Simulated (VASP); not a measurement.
Consider the following.

```yaml
crystal:
  lattice:
    - [1.68515, -2.91877, 0.00000]
    - [1.68515, 2.91877, 0.00000]
    - [0.00000, 0.00000, 5.45955]
  atoms:
    - { symbol: Zn, position: [0.66667, 0.33333, 0.50189] }
    - { symbol: Zn, position: [0.33333, 0.66667, 0.00189] }
    - { symbol: O, position: [0.66667, 0.33333, 0.88011] }
    - { symbol: O, position: [0.33333, 0.66667, 0.38011] }
```

Level of theory: vdW-DF2, VASP's PBE PAW potentials (set 64) (plane waves; VASP 6.6.1). Settings: 520 eV cut-off, 8×8×4 Γ-centred mesh, Gaussian smearing of 0.050 eV, potentials Zn O.

Question: Give the stress tensor in GPa (positive for a compressed cell).

Answer: 
```
-3.19   0.00   0.00
 0.00  -3.19   0.00
 0.00   0.00  -3.14
```
The pressure is its mean diagonal, -3.18 GPa.

The compound is ZnO in the wurtzite structure. This cell is one point of a volume scan, at 1.03 of the reference volume.
